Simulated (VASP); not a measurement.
Method: PW91 GGA, VASP's PBE PAW potentials (set 64) (plane waves; VASP 6.6.1).

Input for VASP

### INCAR
```
SYSTEM  =  SrTiO3
PREC  =  Accurate; ENCUT  =  520; LREAL  =  F
LASPH  =  T
EDIFF  =  1E-6; NELM  =  100; ALGO  =  Normal
LMAXMIX  =  4
ISMEAR  =  0; SIGMA  =  0.05
GGA  =  91
IBRION  =  2; NSW  =  60; ISIF  =  3
EDIFFG  =  -0.02
LWAVE  =  F; LCHARG  =  F
```

**POSCAR**
```
SrTiO3
1
    3.9393128687    -0.0000000000     0.0000000000
    0.0000000000     3.9393128687     0.0000000000
   -0.0000000000    -0.0000000000     3.9393128687
Sr Ti O
1 1 3
Direct
  0.0000000000   0.0000000000   0.0000000000
  0.5000000000   0.5000000000   0.5000000000
  0.5000000000   0.0000000000   0.5000000000
  0.0000000000   0.5000000000   0.5000000000
  0.5000000000   0.5000000000   0.0000000000
```

**KPOINTS**
```
Automatic mesh
0
Gamma
5 5 5
0 0 0
```

POTCAR, in this order: Sr_sv Ti_sv O (PBE.64 set). Program: vasp_std.

Problem. What will the output report for the number of irreducible k-points (NKPTS), largest plane-wave count, number of space-group operations, FFT grid (NGX, NGY, NGZ)?

Solution. 
- number of irreducible k-points (NKPTS): 10
- largest plane-wave count: 1671
- number of space-group operations: 48
- FFT grid (NGX, NGY, NGZ): 30 × 30 × 30

The compound is SrTiO3 in the cubic perovskite structure, the ideal cubic form; the compound distorts at low or room temperature. It was relaxed first. The start is the result of an earlier pass.
